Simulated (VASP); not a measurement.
Input:

```xyz
2
Lattice="0.0000 3.2902 3.2902 3.2902 0.0000 3.2902 3.2902 3.2902 0.0000" Properties=species:S:1:pos:R:3 pbc="T T T"
Sr     6.5804     6.5804     6.5804
Te     3.2902     3.2902     3.2902
```

Computed with AM05 GGA, VASP's PBE PAW potentials (set 64) (plane waves; VASP). Settings: 520 eV cut-off, 7×7×7 Γ-centred mesh, Gaussian smearing of 0.050 eV, potentials Sr_sv Te.

Give the stress tensor in GPa (positive for a compressed cell).

```
1.10  0.00  0.00
0.00  1.10  0.00
0.00  0.00  1.10
```
The pressure is its mean diagonal, 1.10 GPa.

The compound is SrTe in the rock salt structure. This cell is one point of a volume scan, at 0.97 of the reference volume.
